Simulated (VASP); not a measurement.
# A VASP study of LuCuTeSe (vdW-DF-cx): structure first, properties next

What structure does LuCuTeSe take at this level, and what are its properties? The steps: rough relaxation of the start cell, full relaxation (vdW-DF-cx), density, ELF and potential (vdW-DF-cx), bands along the symmetry lines (vdW-DF-cx), total and projected DOS (vdW-DF-cx) and elastic constants (vdW-DF-cx). The cell is invented: it takes the structure of a Materials Project entry for LuCuSe2 (space group 156 there), with some of its atoms replaced by other elements, volume scaled by an estimate. It may not be a known or stable phase.

Method: vdW-DF-cx, 4f electrons in the core; plane waves and PAW (Lu_3, Te, Se, Cu); invented cell, in VASP 6.6.1.

This is a report of a sequence of runs, with most program output left out.

## Step 1: Starting point

Before any relaxation, the start is as follows. Symmetry: P3m1, No. 156, trigonal system. Conventional cell: a = 4.142 Å, b = 4.142 Å, c = 6.558 Å, α = 90.00°, β = 90.00°, γ = 120.00°. Lu has 3 Se at 2.83 Å and 3 Te at 2.96 Å nearest. Nearest to Te lie 3 Cu at 2.53 Å and 3 Lu at 2.96 Å. Nearest to Se lie 1 Cu at 2.48 Å and 3 Lu at 2.83 Å. Nearest to Cu lie 1 Se at 2.48 Å and 3 Te at 2.53 Å. It derives from LuCuSe2. it takes the structure of a Materials Project entry for LuCuSe2 (space group 156 there), with some of its atoms replaced by other elements, volume scaled by an estimate. Farther neighbours and most contacts between anions are not listed.

## Step 2: Rough relaxation of the start cell

The start is only an estimate, so a cheap relaxation brings it near a minimum before any careful run. vdW-DF-cx takes its exchange from the same plasmon model as its correlation. LUSE_VDW switches on a nonlocal correlation term for dispersion.

INCAR reads:

```
SYSTEM = LuCuTeSe
PREC = Normal
ENCUT = 400
EDIFF = 1E-05
NELM = 60
ISMEAR = 0
SIGMA = 0.05
LREAL = .FALSE.
ALGO = Fast
GGA = CX
AGGAC = 0
LUSE_VDW = .TRUE.
LASPH = .TRUE.
NBANDS = 22
LORBIT = 11
LWAVE = .FALSE.
LCHARG = .FALSE.
KPAR = 2
IBRION = 2
NSW = 40
ISIF = 3
EDIFFG = -0.04
```

POSCAR reads:

```
LuCuTeSe
1.0
    4.1423210000      0.0000000000      0.0000000000
   -2.0711610000      3.5873550000      0.0000000000
    0.0000000000      0.0000000000      6.5584490000
Lu Te Se Cu
1 1 1 1
Direct
    0.0000000000      0.0000000000      0.7985107200
    0.3333333300      0.6666666700      0.0648984900
    0.6666666700      0.3333333300      0.5672763600
    0.6666666700      0.3333333300      0.1885144300
```

KPOINTS reads:

```
Automatic mesh
0
Gamma
5 5 3
0 0 0
```

Potentials, in the order of the species: Lu_3, Te, Se and Cu (PBE family, release 64).

The run is started by

```bash
$ mpirun -np 2 vasp_std
```

Run time: 3.4 min. Hardware: 2 MPI ranks of AMD EPYC 7R43, shared host; peak memory 0.49 GiB; 6.7 min of CPU time.

The data set Lu_3 holds the 4f electrons frozen in the core, so no f bands or f moments appear. The gap is read on the k-mesh alone, so it is an upper bound where the band edges lie off the mesh. This relaxation is a rough one on cheap settings, only to bring the start near its minimum. The PAW data sets were made with PBE, which is usual practice but a small mismatch for other functionals. The run keeps the 6 symmetry operations of its start, so it cannot find a distortion of lower symmetry.

The steps of the relaxation:

```csv
step,energy less that of the first step (eV),largest force (eV/Å),pressure (GPa),volume (Å³)
1,0.0000,1.2770,-2.00,97.46
2,-0.0383,0.5219,3.92,93.21
3,-0.0418,0.8317,2.23,94.84
4,-0.0433,0.7058,2.76,94.22
5,-0.1027,0.0868,1.49,95.86
6,-0.1058,0.0800,1.32,96.36
7,-0.1112,0.0518,-0.04,98.21
8,-0.1115,0.0477,-0.03,97.91
9,-0.1114,0.0480,-0.27,98.09
10,-0.1115,0.0454,-0.24,97.94
11,-0.1117,0.0252,0.09,97.57
```

```csv
"conventional cell, symmetrised",before,after,change
a (Å),4.142,4.188,+1.1 %
b (Å),4.142,4.188,+1.1 %
c (Å),6.558,6.423,-2.1 %
volume (Å³/atom),24.36,24.39,+0.1 %
```

The atoms that moved most (Å, as changes of fractional coordinates times the final cell):

```csv
atom,dx,dy,dz,length
Lu1,0.000,0.000,-0.111,0.111
Te2,0.000,0.000,0.055,0.055
Cu4,0.000,0.000,0.034,0.034
Se3,0.000,0.000,0.022,0.022
```

The relaxed structure:

```xyz
4
Lattice="4.1881 0.0000 0.0000 -2.0940 3.6270 0.0000 0.0000 0.0000 6.4229" Properties=species:S:1:pos:R:3 pbc="T T T"
Lu    0.0000    0.0000    5.0174
Te    0.0000    2.4180    0.4719
Se    2.0940    1.2090    3.6657
Cu    2.0940    1.2090    1.2451
```

A gap read on the k-mesh alone can miss the band edges.

This step gave:

- electrons: 32
- bands: 22
- irreducible k-points: 12
- symmetry operations: 6
- free energy (TOTEN): -10.49 eV
- Fermi energy: 5.133 eV
- pressure: 0.09043 GPa
- metallic: no
- valence top at k: 0, 0, 0
- conduction bottom at k: 0.4, 0, 0
- least direct gap at k: 0, 0, 0
- SCF cycles over all ionic steps: 106
- gap on the k-mesh: 0.8692 eV
- least direct gap on the k-mesh: 1.586 eV

It ends with a largest force of 0.025 eV/Å and a pressure of 0.09 GPa.

## Step 3: Full relaxation (vdW-DF-cx)

Properties are meant for the cell that this level of theory prefers, so cell and atoms are relaxed first (ISIF = 3) until forces and stress are small; EDIFFG sets the threshold.

INCAR reads:

```
SYSTEM = LuCuTeSe
PREC = Accurate
ENCUT = 400
EDIFF = 1E-06
NELM = 100
ISMEAR = 0
SIGMA = 0.05
LREAL = .FALSE.
ALGO = Normal
GGA = CX
AGGAC = 0
LUSE_VDW = .TRUE.
LASPH = .TRUE.
NBANDS = 22
LORBIT = 11
LWAVE = .FALSE.
LCHARG = .FALSE.
KPAR = 2
IBRION = 2
NSW = 60
ISIF = 3
EDIFFG = -0.01
```

POSCAR reads:

```
LuCuTeSe
1.0
    4.1880850318     -0.0000000062      0.0000000000
   -2.0940430268      3.6269878102      0.0000000000
    0.0000000000      0.0000000000      6.4229290276
Lu Te Se Cu
1 1 1 1
Direct
    0.0000000000      0.0000000000      0.7811695567
    0.3333333300      0.6666666700      0.0734636365
    0.6666666700      0.3333333300      0.5707139263
    0.6666666700      0.3333333300      0.1938528805
```

KPOINTS reads:

```
Automatic mesh
0
Gamma
7 7 4
0 0 0
```

The run is started by

```bash
$ mpirun -np 2 vasp_std
```

Elapsed: 7.8 min, on 2 MPI ranks; peak memory 0.79 GiB; 16 min of CPU time.

The steps of the relaxation:

```csv
step,energy less that of the first step (eV),largest force (eV/Å),pressure (GPa),volume (Å³)
1,0.0000,0.0334,0.26,97.57
2,-0.0002,0.0398,-0.25,98.12
3,-0.0003,0.0372,-0.02,97.86
4,-0.0003,0.0388,-0.11,97.95
5,-0.0006,0.0451,-0.11,97.92
6,-0.0007,0.0519,-0.06,97.89
7,-0.0009,0.0315,0.08,97.72
8,-0.0009,0.0201,0.12,97.62
9,-0.0011,0.0236,0.00,97.82
10,-0.0011,0.0194,0.02,97.79
11,-0.0011,0.0068,0.02,97.87
```

```csv
"conventional cell, symmetrised",before,after,change
a (Å),4.188,4.181,-0.2 %
b (Å),4.188,4.181,-0.2 %
c (Å),6.423,6.465,+0.6 %
volume (Å³/atom),24.39,24.47,+0.3 %
```

The atoms that moved most (Å, as changes of fractional coordinates times the final cell):

```csv
atom,dx,dy,dz,length
Cu4,0.000,0.000,0.018,0.018
Te2,0.000,0.000,-0.009,0.009
Lu1,0.000,0.000,-0.006,0.006
```

The relaxed structure:

```xyz
4
Lattice="4.1811 0.0000 0.0000 -2.0906 3.6209 0.0000 0.0000 0.0000 6.4646" Properties=species:S:1:pos:R:3 pbc="T T T"
Lu    0.0000    0.0000    5.0441
Te    0.0000    2.4140    0.4661
Se    2.0906    1.2070    3.6865
Cu    2.0906    1.2070    1.2707
```

Numbers from this step:

| Property | Result |
| --- | --- |
| irreducible k-points | 28 |
| free energy (TOTEN) | -10.52 eV |
| Fermi energy | 5.021 eV |
| pressure | 0.01732 GPa |
| conduction bottom at k | 0.4286, 0, 0 |
| SCF cycles over all ionic steps | 81 |
| gap on the k-mesh | 0.8401 eV |
| least direct gap on the k-mesh | 1.618 eV |

It ends with a largest force of 0.007 eV/Å and a pressure of 0.02 GPa.

## Step 4: Density, ELF and potential (vdW-DF-cx)

A single point on the relaxed cell gives a clean self-consistent state, with density, ELF and potential written out.

Edit INCAR of step 3 so:

```diff
@@ -16,7 +16,5 @@
 LWAVE = .FALSE.
-LCHARG = .FALSE.
-KPAR = 2
-IBRION = 2
-NSW = 60
-ISIF = 3
-EDIFFG = -0.01
+LCHARG = .TRUE.
+ISIF = 2
+LELF = .TRUE.
+LVHAR = .TRUE.
```

POSCAR reads:

```
LuCuTeSe
1.0
    4.1811051155     -0.0000000052      0.0000000000
   -2.0905530669      3.6209430260      0.0000000000
    0.0000000000      0.0000000000      6.4645697604
Lu Te Se Cu
1 1 1 1
Direct
    0.0000000000      0.0000000000      0.7802760684
    0.3333333300      0.6666666700      0.0721007154
    0.6666666700      0.3333333300      0.5702553107
    0.6666666700      0.3333333300      0.1965679056
```

KPOINTS is that of step 3.

The run is started by

```bash
$ mpirun -np 2 vasp_std
```

Run time: 73 s. Hardware: 2 MPI ranks; peak memory 0.55 GiB; 2.4 min of CPU time.

This step gave:

* SCF cycles: 16
* pressure: 0.1238 GPa
* gap on the k-mesh: 0.8402 eV
* least direct gap on the k-mesh: 1.619 eV

Valence electrons inside each PAW sphere by angular momentum. Sphere charges, by row:

```csv
atom,s (e),p (e),d (e),tot (e)
Lu1,0.346,6.518,0.931,7.795
Te2,1.33,2.129,0.054,3.513
Se3,1.436,2.462,0.026,3.924
Cu4,0.381,0.343,9.273,9.997
```

Electrostatic potential energy in the ac plane at fractional y = 0.333, with atoms of Se and Cu within 0.2 Å of it. With pseudopotentials it is smooth inside the atoms' cores, unlike the true potential.

Ten even steps from '0' (-49 eV) to '9' (4 eV), each cell a mean:
```
98889999999999
98889999999999
88888999999999
88888999999999
88788899999999
88888998777899
98889987312589
99999972010068
99999961152058
99999971031068
99999985100379
99999998655799
99999999888999
99999999877899
99999997433589
99999984101379
99999973000268
99889974101378
98888986433589
88888999777899
98888999999999
```
Columns run along a (4.2 Å; values clipped at the 3rd and 97th percentile), rows up along c (6.5 Å). Atoms in or near the plane, at fractional coordinates: Se at (0.67, 0.57), Cu at (0.67, 0.20).

ELF in the ac plane at fractional y = 0.333, with atoms of Se and Cu within 0.2 Å of it. It is the smooth field of the valence electrons, not physical close to the nuclei.

Ten even steps from '0' (0.00) to '9' (0.87), each cell a mean:
```
67776532111124
44544321101112
12221111111111
01110012333211
00000135666642
10001378888875
31002699999998
62015899867999
73016999746999
63015899867999
52014799999998
20002478999986
10001245666543
10000122222221
12221112111111
33443221000122
46664321000022
57876321000122
68887522111123
78887632222224
78887632222235
```
Columns run along a (4.2 Å), rows up along c (6.5 Å). Atoms in or near the plane, at fractional coordinates: Se at (0.67, 0.57), Cu at (0.67, 0.20).

Valence density in the ac plane at fractional y = 0.333, with atoms of Se and Cu within 0.2 Å of it. It is the smooth field of the valence electrons, not physical close to the nuclei.

Ten steps, logarithmic in the rise over the least value, from '_' (0 e/Å³) to '@' (16 e/Å³), each cell a mean:
```
::::::::::::..............::
::::::::::::................
::::::::::..................
::::::::::..................
::::::::::::::::::::::::::::
::::....::::::----------::::
::......::::----======----::
::......::::--==------==----
::......::::--==--__::==----
::......::::--==--::--==--::
..........::----========--::
............::----==----::::
............::::------::::..
............::::------::::..
............::--++**++==::::
::......::::::==##%%%%**--::
::::::::::::--++@@@@@@##--::
::::::::::::--++%%@@%%**--::
::::::::::::::--++****==::::
::::::::::::::::------::::::
::::::::::::::::::::::::::::
```
Columns run along a (4.2 Å), rows up along c (6.5 Å). Atoms in or near the plane, at fractional coordinates: Se at (0.67, 0.57), Cu at (0.67, 0.20).

In this run the pressure is 0.12 GPa, small enough to go on.

## Step 5: Bands along the symmetry lines (vdW-DF-cx)

The mesh alone shows little of the dispersion and can miss band extrema, so KPOINTS_OPT adds a path through the symmetry points after the self-consistent cycle.

Edit INCAR of step 4 so:

```diff
@@ -13,8 +13,6 @@
 LASPH = .TRUE.
-NBANDS = 22
+NBANDS = 30
 LORBIT = 11
 LWAVE = .FALSE.
-LCHARG = .TRUE.
-ISIF = 2
-LELF = .TRUE.
-LVHAR = .TRUE.
+LCHARG = .FALSE.
+KPAR = 2
```

POSCAR is that of step 4.

KPOINTS is that of step 4.

KPOINTS_OPT reads:

```
Line mode
16
Line-mode
Reciprocal
  0.00000000   0.00000000   0.00000000 GAMMA
  0.50000000   0.00000000   0.00000000 M

  0.50000000   0.00000000   0.00000000 M
  0.33333333   0.33333333   0.00000000 K

  0.33333333   0.33333333   0.00000000 K
  0.00000000   0.00000000   0.00000000 GAMMA

  0.00000000   0.00000000   0.00000000 GAMMA
  0.00000000   0.00000000   0.50000000 A

  0.00000000   0.00000000   0.50000000 A
  0.50000000   0.00000000   0.50000000 L

  0.50000000   0.00000000   0.50000000 L
  0.33333333   0.33333333   0.50000000 H

  0.33333333   0.33333333   0.50000000 H
  0.00000000   0.00000000   0.50000000 A

  0.50000000   0.00000000   0.50000000 L
  0.50000000   0.00000000   0.00000000 M

  0.33333333   0.33333333   0.00000000 K
  0.33333333   0.33333333   0.50000000 H
```

The run is started by

```bash
$ mpirun -np 2 vasp_std
```

The job ended after 3 min (2 MPI ranks; peak memory 0.79 GiB).

Spin-orbit coupling is off here; with elements this heavy it splits and shifts levels by tenths of an eV or more.

This step gave:

```yaml
scf_cycles: 15
bands: 30
fermi_energy: 5.044 eV
pressure: 0.007405 GPa
least_gap_on_mesh_and_path: 0.8005 eV
least_direct_gap_on_mesh_and_path: 1.618 eV
conduction_bottom_at_k: 0.5, 0, 0
```

The electronic bands at the labelled points (eV, zero at the valence-band top; v1 is the highest filled band, c1 the lowest empty one):

```csv
point,v4,v3,v2,v1,c1,c2,c3,c4
Γ,-2.45,-0.16,0.00,0.00,1.62,1.86,1.86,2.18
0.47 of the way,-2.39,-1.79,-0.90,-0.75,1.24,2.14,2.61,3.66
M,-2.44,-2.42,-1.98,-1.56,0.80,2.93,3.40,3.44
0.53 of the way,-2.49,-2.30,-2.10,-1.48,1.81,2.48,2.90,3.44
K,-2.44,-2.30,-1.91,-1.71,2.00,2.61,3.05,3.39
0.47 of the way,-2.49,-2.06,-1.59,-0.87,1.58,2.47,2.78,3.31
Γ,-2.45,-0.16,0.00,0.00,1.62,1.86,1.86,2.18
0.47 of the way,-2.35,-0.96,-0.20,-0.20,1.59,1.80,1.80,2.92
A,-2.22,-1.64,-0.45,-0.45,1.56,1.74,1.74,3.27
0.53 of the way,-2.37,-1.76,-1.35,-1.08,1.15,2.35,2.87,3.17
L,-2.51,-2.30,-1.26,-1.03,0.86,2.29,2.83,3.24
0.47 of the way,-2.47,-2.19,-1.69,-1.23,1.30,2.54,3.00,3.16
H,-2.44,-2.18,-1.70,-1.63,1.76,2.35,2.64,3.98
0.47 of the way,-2.30,-1.78,-1.55,-1.34,1.66,2.03,2.79,3.15
A,-2.22,-1.64,-0.45,-0.45,1.56,1.74,1.74,3.27
jump to L,-2.51,-2.30,-1.26,-1.03,0.86,2.29,2.83,3.24
0.53 of the way,-2.50,-2.39,-1.60,-1.41,0.85,2.54,3.29,3.42
M,-2.44,-2.42,-1.98,-1.56,0.80,2.93,3.40,3.44
jump to K,-2.44,-2.30,-1.91,-1.71,2.00,2.61,3.05,3.39
0.47 of the way,-2.37,-2.12,-1.93,-1.81,2.18,2.41,2.62,3.76
H,-2.44,-2.18,-1.70,-1.63,1.76,2.35,2.64,3.98
```

Of the projections kept (Lu, Te, Se, Cu), the largest for each band there; the rest of the weight can lie on other orbitals:

```csv
point,v4,v3,v2,v1,c1,c2,c3,c4
Γ,Cu 0.62,Cu 0.36,Cu 0.44,Cu 0.44,Lu 0.56,Lu 0.89,Lu 0.89,Lu 0.48
M,Cu 0.88,Cu 0.64,Cu 0.71,Cu 0.65,Lu 0.59,Lu 0.82,Lu 0.59,Lu 0.98
K,Cu 0.87,Cu 0.89,Cu 0.74,Cu 0.66,Lu 0.82,Lu 0.80,Lu 0.67,Lu 0.77
Γ,Cu 0.62,Cu 0.36,Cu 0.44,Cu 0.44,Lu 0.56,Lu 0.89,Lu 0.89,Lu 0.48
A,Cu 0.52,Cu 0.79,Cu 0.49,Cu 0.49,Lu 0.58,Lu 0.87,Lu 0.87,Lu 0.52
L,Cu 0.94,Cu 0.74,Cu 0.57,Cu 0.51,Lu 0.76,Lu 0.41,Lu 0.48,Lu 0.87
```

The path lowers the gap by 0.04 eV against the mesh alone, so a band edge lies off the mesh.

## Step 6: Total and projected DOS (vdW-DF-cx)

Here the states are counted by energy and projected on the atoms. The mesh is finer than in the run before.

Edit INCAR of step 5 so:

```diff
@@ -5,3 +5,3 @@
 NELM = 100
-ISMEAR = 0
+ISMEAR = -5
 SIGMA = 0.05
@@ -18 +18,2 @@
 KPAR = 2
+NEDOS = 2001
```

POSCAR is that of step 5.

KPOINTS reads:

```
Automatic mesh
0
Gamma
11 11 6
0 0 0
```

The run is started by

```bash
$ mpirun -np 2 vasp_std
```

Wall time 3 min (2 MPI ranks); peak memory 0.98 GiB; 5.9 min of CPU time.

Numbers from this step:

| Property | Result |
| --- | --- |
| irreducible k-points | 84 |
| Fermi energy | 4.817 eV |
| pressure | -0.01408 GPa |
| conduction bottom at k | 0.4545, 0, 0 |
| gap on the k-mesh | 0.8187 eV |
| least direct gap on the k-mesh | 1.620 eV |

The density of states has structure finer than the step of the table below, so its rows give means over 1 eV, whole bins alone (the curve runs from -12.0 to 5.41 eV). Peaks (eV: height): total -4.6: 8.96, -3.8: 11.8, -3.0: 14.5, -2.5: 12.3; Cu d -3.8: 4.23, -3.0: 6.49, -2.6: 6.24, -2.5: 8.66; Lu d 2.5: 1.66, 3.0: 2.71, 3.5: 2.79, 4.1: 1.69; Se p -4.6: 1.33, -3.8: 2.13, -3.0: 2.87, -2.4: 1.54; Te p -5.7: 0.529, -4.6: 1.28, -3.8: 1.64, -1.4: 0.654.

States under -12.0 eV and over 5.4 eV are left out. The density of states by energy, zero at the valence-band top; means over each step; 7 of 10 lines; values in states/eV/cell:

```csv
energy (eV),total,Cu d,Lu d,Se p,Te p,Lu p,Lu s
-11,0.382,0.00591,0.00457,9.3e-5,1.7e-4,0.00527,7.9e-4
-10,0,0,0,0,0,0,0
-9,0,0,0,0,0,0,0
-8,0,0,0,0,0,0,0
-7,0,0,0,0,0,0,0
-6,0.955,0.0310,0.0236,0.0511,0.207,0.0192,0.0456
-5,2.31,0.219,0.0675,0.285,0.372,0.0504,0.136
-4,4.77,1.51,0.193,0.654,0.643,0.134,0.0425
-3,5.95,3.25,0.230,0.780,0.231,0.132,0.0303
-2,5.14,3.09,0.231,0.454,0.210,0.0873,0.0375
-1,2.71,1.10,0.140,0.225,0.412,0.0762,0.0109
0,0.179,0.0556,0.00753,0.0188,0.0405,0.00417,4.2e-4
1,1.04,0.0611,0.415,0.0184,0.0273,0.00804,0.0387
2,2.79,0.0839,1.21,0.0554,0.0708,0.0450,0.0808
3,4.01,0.0652,1.90,0.109,0.0932,0.110,0.125
4,3.30,0.0487,1.14,0.141,0.0765,0.175,0.124
```

The gap on this mesh is 0.82 eV. In the top eV of the valence band the largest shares in the PAW spheres are Cu d 34 %, Te p 19 % and Se p 9 %. The rest lies in smaller channels or between the spheres.

## Step 7: Elastic constants (vdW-DF-cx)

IBRION = 6 with ISIF = 3 strains the cell both ways at fixed fractional positions, and adds the ions' share afterwards from the force constants. Stress converges slowly with the basis, so the cutoff is raised.

INCAR reads:

```
SYSTEM = LuCuTeSe
PREC = Accurate
ENCUT = 500
EDIFF = 1E-07
NELM = 100
ISMEAR = 0
SIGMA = 0.05
LREAL = .FALSE.
ALGO = Normal
GGA = CX
AGGAC = 0
LUSE_VDW = .TRUE.
LASPH = .TRUE.
NBANDS = 22
LORBIT = 11
LWAVE = .FALSE.
LCHARG = .FALSE.
KPAR = 2
IBRION = 6
NFREE = 2
POTIM = 0.015
ISIF = 3
NSW = 1
```

POSCAR is that of step 6.

KPOINTS reads:

```
Automatic mesh
0
Gamma
7 7 4
0 0 0
```

The run is started by

```bash
$ mpirun -np 2 vasp_std
```

It took 2.5 min on 2 MPI ranks.

The run ended with an error.

VASP's message: “RE_READ_KPOINTS: the new IBZ does not contain all k-points of the original IBZ.”. No number of this run is used.

## Step 8: Elastic constants (vdW-DF-cx), try 2

IBRION = 6 with ISIF = 3 strains the cell both ways at fixed fractional positions, and adds the ions' share afterwards from the force constants.

Edit INCAR of step 7 so:

```diff
@@ -23 +23,2 @@
 NSW = 1
+KBLOWUP = .FALSE.
```

POSCAR is that of step 7.

KPOINTS is that of step 7.

The run is started by

```bash
$ mpirun -np 2 vasp_std
```

Wall time 63 min (2 MPI ranks); peak memory 1.2 GiB.

The run was stopped at its time limit, by a STOPCAR file.

More ranks or a longer limit would be the way on.

## Step 9: What came out

| Quantity | Value |
| --- | --- |
| relaxed volume | 24.47 Å³/atom |
| relaxed conventional cell a, b, c | 4.181, 4.181, 6.465 Å; angles 90.0, 90.0, 120.0° |
| space group after relaxing, within 0.02 Å | P3m1 (No. 156) |
| band gap | 0.800 eV, indirect (least direct gap of that run 1.62 eV) |
| gap among the points of the DOS mesh alone, an upper bound | 0.819 eV |

**Reading.** With vdW-DF-cx, LuCuTeSe relaxes to 24.47 Å³/atom in space group P3m1 (held by the symmetry of the run) and has an indirect gap of 0.800 eV. Not obtained: elastic constants (vdW-DF-cx), because the run crashed. Not obtained: elastic constants (vdW-DF-cx), try 2, because the run hit its time limit. Bands along the symmetry lines (vdW-DF-cx): On this path the gap is indirect, 0.80 eV, with the valence top at Γ and the conduction bottom at M. The least direct gap is 1.62 eV. Spin-orbit coupling is left out, and with elements this heavy it would split and shift bands near the edges, and it can change the kind of a small gap. No search among competing phases was made. All values are for a static lattice at zero temperature.

[Lines on the potential files, build, host, timing and source positions are cut from VASP's logs without a mark.]

[Logs are printed without paths, hosts, clocks, repeated set-up lines and the standing remarks that a program may print on its own settings, such as how far it seeks lower states.]

[Hosts, paths, dates, database ids (printed as entryN), source tags and the programs' standing remarks are cut or masked in the printed files.]

[A measured line is paired with the nearest computed mode of its activity, which favours agreement.]
